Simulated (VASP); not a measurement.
```xyz
2
Lattice="2.9505 0.0000 0.0000 0.0000 2.9505 0.0000 0.0000 0.0000 2.9505" Properties=species:S:1:pos:R:3 pbc="T T T"
Sn     0.0000     0.0000     0.0000
O      1.4752     1.4752     1.4752
```

Method: PBEsol GGA, VASP's PBE PAW potentials (set 64) (plane waves; VASP 6.6.1). Numerical set-up: 620 eV cut-off, 12×12×12 Γ-centred mesh, first-order Methfessel-Paxton smearing of 0.10 eV, potentials Sn_d O.

Energy and stress use the plane-wave basis of the starting cell.

**Question.** The ions, cell shape and volume at an external pressure of 30.0 GPa are relaxed. Which structure does the run end with?

**Answer.** 
```xyz
2
Lattice="2.9058 0.0000 0.0000 0.0000 2.9058 0.0000 0.0000 0.0000 2.9058" Properties=species:S:1:pos:R:3 pbc="T T T"
Sn     0.0000     0.0000     0.0000
O      1.4529     1.4529     1.4529
```
Space group Pm-3m (221), at a tolerance of 0.03 Å.

**Question.** How do energy and volume change from the first to the last step?

**Answer.** The energy (σ→0) changes by +88.0 meV/atom and the volume by -4.5 %, in 3 ionic steps.

The structure was generated: SnO was put into the CsCl type type (Pm-3m), which need not be its known phase. This run relaxes it under an external pressure of 30 GPa. Symmetry was kept, so distortions that lower it aren't found.
